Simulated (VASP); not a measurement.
## Zn: relaxation of shape and atoms at fixed volume with r2SCAN

Zn:

```
Zn
1.0
     2.62884    0.00000    0.00000
    -1.31442    2.27664    0.00000
     0.00000    0.00000    5.09470
Zn
2
Direct
  0.33333 0.66667 0.25000
  0.66667 0.33333 0.75000
```

The cell isn't the ideal one: a relaxed cell with its volume scaled by 1.04.

| Item | Value |
| --- | --- |
| Program | VASP 6.6.1 |
| Task | relaxation of shape and atoms at fixed volume |
| Functional | r2SCAN |
| Potentials or basis | VASP PAW PBE potentials, release 64 (Zn) |
| Cutoff | 600 eV |
| k mesh | 18 × 18 × 8 |
| Occupations | methfessel-paxton, width 0.1 eV |
| Spin | no spin polarisation |
| Further INCAR settings | ALGO = Normal; EDIFF = 1e-07; IBRION = 2; EDIFFG = -0.01; NSW = 40; ISIF = 4 |

The energy gained by relaxing is 0.8 meV/atom and the ionic steps are 5. The pressure after relaxing is -2.9 GPa and the band gap on the k mesh is none (metal or under the smearing width).

Step by step:
| step | energy change (eV) | largest force (eV/Å) | pressure (GPa) |
| --- | --- | --- | --- |
| 1 | 0.0000 | 0.0000 | -3.34 |
| 2 | -0.0013 | 0.0000 | -3.13 |
| 3 | -0.0015 | 0.0000 | -3.04 |
| 4 | -0.0015 | 0.0000 | -2.83 |
| 5 | -0.0016 | 0.0000 | -2.94 |

Final structure:
```
Zn
1.0
     2.61739    0.00000    0.00000
    -1.30870    2.26673    0.00000
     0.00000    0.00000    5.13936
Zn
2
Cartesian
  0.0000 1.5112 1.2848
  1.3087 0.7556 3.8545
```

Levels at points of the mesh, in eV from the Fermi level:
```
           k point  band 9  band 10  band 11  band 12  band 13  band 14  band 15  band 16
(0.00, 0.00, 0.00)   -7.46    -7.31    -7.31    -3.87    -3.69    12.53    16.44    19.74
(0.50, 0.00, 0.00)   -7.06    -7.05    -2.69    -1.85     2.55     3.93     4.23     6.04
(0.00, 0.00, 0.50)   -7.38    -7.38    -7.38    -7.38     3.87     3.87    21.00    21.00
(0.50, 0.00, 0.50)   -7.06    -7.06    -1.80    -1.80     0.59     0.59    10.14    10.14
```

Run time: 21 min on 1 thread of AMD EPYC 9R45 96-Core Processor (Zen 5) (shared host), peak memory 0.21 GiB.

Caveat: the PAW data sets were made with another functional, which shifts forces and pressure a little.
